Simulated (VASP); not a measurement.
Output of a VASP run:

OSZICAR:
```
       N       E                     dE             d eps       ncg     rms          rms(c)
DAV:   1     0.415312382270E+03    0.41531E+03   -0.26225E+04  1745   0.419E+03
DAV:   2     0.148026260592E+02   -0.40051E+03   -0.39515E+03  1584   0.744E+02
DAV:   3    -0.573036819216E+02   -0.72106E+02   -0.71747E+02  1800   0.205E+02
DAV:   4    -0.607205608178E+02   -0.34169E+01   -0.34123E+01  1823   0.538E+01
DAV:   5    -0.607902181344E+02   -0.69657E-01   -0.69644E-01  1875   0.836E+00    0.477E+00
DAV:   6    -0.578452047919E+02    0.29450E+01   -0.61266E-01  1748   0.111E+01    0.264E+00
DAV:   7    -0.524686154283E+02    0.53766E+01   -0.87464E-01  1618   0.703E+00    0.817E-01
DAV:   8    -0.541876296393E+02   -0.17190E+01   -0.33119E-01  1640   0.374E+00    0.532E-01
DAV:   9    -0.550601242518E+02   -0.87249E+00   -0.27400E-01  1617   0.257E+00    0.285E-01
DAV:  10    -0.553873743662E+02   -0.32725E+00   -0.17594E-01  1640   0.280E+00    0.185E-01
DAV:  11    -0.553873752553E+02   -0.88909E-06   -0.45903E-03  1878   0.502E-01    0.187E-01
DAV:  12    -0.553913576740E+02   -0.39824E-02   -0.38351E-04  1714   0.120E-01    0.187E-01
DAV:  13    -0.553822967782E+02    0.90609E-02   -0.12738E-02  1658   0.728E-01    0.195E-01
DAV:  14    -0.553820869311E+02    0.20985E-03   -0.12516E-02  1666   0.629E-01    0.246E-01
DAV:  15    -0.553891743909E+02   -0.70875E-02   -0.32343E-03  1586   0.294E-01    0.244E-01
DAV:  16    -0.553887737920E+02    0.40060E-03   -0.69463E-04  1633   0.198E-01    0.241E-01
DAV:  17    -0.553882960224E+02    0.47777E-03   -0.18923E-04  1672   0.114E-01    0.259E-01
DAV:  18    -0.553893441854E+02   -0.10482E-02   -0.30807E-04  1598   0.123E-01    0.291E-01
DAV:  19    -0.553892631462E+02    0.81039E-04   -0.69939E-06  1762   0.232E-02    0.283E-01
DAV:  20    -0.553893076543E+02   -0.44508E-04   -0.82567E-07  1370   0.729E-03    0.279E-01
DAV:  21    -0.553893051056E+02    0.25487E-05   -0.32021E-05  1800   0.566E-02    0.236E-01
DAV:  22    -0.553895151072E+02   -0.21000E-03   -0.54810E-05  1695   0.606E-02    0.181E-01
DAV:  23    -0.553903074681E+02   -0.79236E-03   -0.30112E-04  1706   0.102E-01    0.105E-01
DAV:  24    -0.553906139141E+02   -0.30645E-03   -0.17610E-04  1908   0.758E-02    0.526E-02
DAV:  25    -0.553906793616E+02   -0.65447E-04   -0.54150E-05  1913   0.504E-02    0.141E-02
DAV:  26    -0.553906717543E+02    0.76073E-05   -0.10010E-05  1604   0.219E-02    0.832E-03
DAV:  27    -0.553906680723E+02    0.36820E-05   -0.51324E-07  1400   0.590E-03    0.760E-03
DAV:  28    -0.553906644048E+02    0.36675E-05   -0.31554E-07  1443   0.555E-03    0.623E-03
DAV:  29    -0.553906871245E+02   -0.22720E-04   -0.87523E-06  1586   0.160E-02    0.150E-03
DAV:  30    -0.553906874455E+02   -0.32108E-06   -0.94503E-07  1274   0.575E-03    0.465E-04
DAV:  31    -0.553906879404E+02   -0.49486E-06   -0.79982E-08  1068   0.184E-03    0.253E-04
DAV:  32    -0.553906878639E+02    0.76543E-07   -0.12732E-08   801   0.834E-04
   1 F= -.55390688E+02 E0= -.55390688E+02  d E =0.000000E+00
       N       E                     dE             ncg
       N       E                     dE             ncg
       N       E                     dE             ncg
```

### OUTCAR
```
------------------------ aborting loop because EDIFF is reached ----------------------------------------
  FORCE on cell =-STRESS in cart. coord.  units (eV):
  Direction    XX          YY          ZZ          XY          YZ          ZX
  --------------------------------------------------------------------------------------
  Total       -0.0103224     -0.0103224     -0.0189727      0.0000000     -0.0000000      0.0000000
  in kB       -0.1818695     -0.1818695     -0.3342775      0.0000000     -0.0000000      0.0000000
  external PRESSURE =      -0.2326722 kB  Pullay stress =       0.0000000 kB
  volume of cell :       90.94
      direct lattice vectors                 reciprocal lattice vectors
     3.992307331  0.000000000  0.000000000     0.250481718  0.144615708  0.000000000
    -1.996153666  3.457439077  0.000000000     0.000000000  0.289231416  0.000000000
     0.000000000  0.000000000  6.587994456     0.000000000  0.000000000  0.151791263
 POSITION                                       TOTAL-FORCE (eV/Angst)
 -----------------------------------------------------------------------------------
      1.99616      1.15248      0.41404        -0.000000     -0.000000      0.006371
     -0.00000      2.30496      6.17395         0.000000      0.000000     -0.006371
     -0.00000      2.30496      3.70804         0.000000      0.000000      0.006371
      1.99616      1.15248      2.87996        -0.000000     -0.000000     -0.006371
 -----------------------------------------------------------------------------------
    total drift:                               -0.000431      0.000035     -0.000000
  FREE ENERGIE OF THE ION-ELECTRON SYSTEM (eV)
  ---------------------------------------------------
  free  energy   TOTEN  =       -55.3906878639 eV

  energy  without entropy=      -55.3906878639  energy(sigma->0) =      -55.39068786

 total charge

# of ion       s       p       d       tot
------------------------------------------
    1        1.100   1.291  10.022  12.413
    2        1.100   1.291  10.022  12.413
    3        1.100   1.291  10.022  12.413
    4        1.100   1.291  10.022  12.413
--------------------------------------------------
tot          4.400   5.164  40.088  49.651

 Electric field gradients after diagonalization (V/A^2)
 (convention: |V_zz| > |V_xx| > |V_yy|)
----------------------------------------------------------------------
 ion       V_xx      V_yy      V_zz     asymmetry (V_yy - V_xx)/ V_zz
----------------------------------------------------------------------
   1      -5.269    -5.257    10.525       0.001
   2      -5.269    -5.257    10.525       0.001
   3      -5.269    -5.257    10.525       0.001
   4      -5.269    -5.257    10.525       0.001
```
(Selected blocks of OUTCAR.)

POSCAR:
```
Ge
1
    3.9923073313     0.0000000000     0.0000000000
   -1.9961536657     3.4574390767     0.0000000000
    0.0000000000     0.0000000000     6.5879944561
Ge
4
Direct
  0.6666670000   0.3333330000   0.0628479881
  0.3333330000   0.6666670000   0.9371520119
  0.3333330000   0.6666670000   0.5628479881
  0.6666670000   0.3333330000   0.4371520119
```

Q: Reconstruct the remaining input files.

A: Several could match; the one computed here: the input of the run itself, r2SCAN meta-GGA, plane waves, VASP's PBE PAW potentials (set 64).

**INCAR**
```
SYSTEM = Ge
PREC = Accurate
ENCUT = 400
EDIFF = 1E-7
NELM = 100
ALGO = Normal
LREAL = .FALSE.
LASPH = .TRUE.
ISMEAR = -5
METAGGA = R2SCAN
LMIXTAU = .TRUE.
LMAXMIX = 4
LWAVE = .FALSE.
LCHARG = .FALSE.
LORBIT = 11
NEDOS = 601
ISIF = 2
LEFG = .TRUE.
```

**KPOINTS**
```
Automatic mesh
0
Gamma
7 7 4
0 0 0
```

KPOINTS_OPT:
```
k-points along high-symmetry lines
6
Line-mode
Reciprocal
  0.000000   0.000000   0.000000 ! GAMMA
  0.500000   0.000000   0.000000 ! M

  0.500000   0.000000   0.000000 ! M
  0.333333   0.333333   0.000000 ! K

  0.333333   0.333333   0.000000 ! K
  0.000000   0.000000   0.000000 ! GAMMA

  0.000000   0.000000   0.000000 ! GAMMA
  0.000000   0.000000   0.500000 ! A

  0.000000   0.000000   0.500000 ! A
  0.500000   0.000000   0.500000 ! L

  0.500000   0.000000   0.500000 ! L
  0.333333   0.333333   0.500000 ! H

  0.333333   0.333333   0.500000 ! H
  0.000000   0.000000   0.500000 ! A

  0.500000   0.000000   0.500000 ! L
  0.500000   0.000000   0.000000 ! M

  0.333333   0.333333   0.500000 ! H
  0.333333   0.333333   0.000000 ! K
```

POTCAR, in this order: Ge_d (PBE.64 set). Program: vasp_std.

The structure comes from a computed database's Ge entry (P6_3/mmc); how it stands against other phases isn't given here. It was relaxed first.
